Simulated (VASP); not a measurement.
Consider the following.

```xyz
2
Lattice="0.0000 2.7237 2.7237 2.7237 0.0000 2.7237 2.7237 2.7237 0.0000" Properties=species:S:1:pos:R:3 pbc="T T T"
Zn     0.0000     0.0000     0.0000
S      1.3618     1.3618     1.3618
```

Method: PBE GGA, VASP's PBE PAW potentials (set 64) (plane waves; VASP). Settings: 520 eV cut-off, 8×8×8 Γ-centred mesh, Gaussian smearing of 0.050 eV, potentials Zn S.

### Question
Estimate the energy per atom (σ→0), band gap (on the k-mesh) with the smallest direct gap where there is one.

### Answer

```json
{
 "band gap (on the k-mesh)": "2.01 eV",
 "smallest direct gap (on the k-mesh)": "2.01 eV",
 "energy per atom (σ→0)": "-3.426 eV/atom"
}
```

Total energies compare only between runs with the same potentials, cut-off and functional.

The compound is ZnS in the zinc blende structure. It was relaxed first.
